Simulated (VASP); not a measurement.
Input:

```xyz
2
Lattice="0.0000 3.1556 3.1556 3.1556 0.0000 3.1556 3.1556 3.1556 0.0000" Properties=species:S:1:pos:R:3 pbc="T T T"
In     0.0000     0.0000     0.0000
As     1.5778     1.5778     1.5778
```

All values below come from vdW-DF2, VASP's PBE PAW potentials (set 64) (plane waves; VASP). Numerical set-up: 520 eV cut-off, 10×10×10 Γ-centred mesh, first-order Methfessel-Paxton smearing of 0.10 eV, potentials In_d As.

Question: Give the stress tensor in GPa (positive for a compressed cell).

Answer: 
```
1.23  0.00  0.00
0.00  1.23  0.00
0.00  0.00  1.23
```
The pressure is its mean diagonal, 1.23 GPa.

The compound is InAs in the zinc blende structure. This cell is one point of a volume scan, at 0.97 of the reference volume.
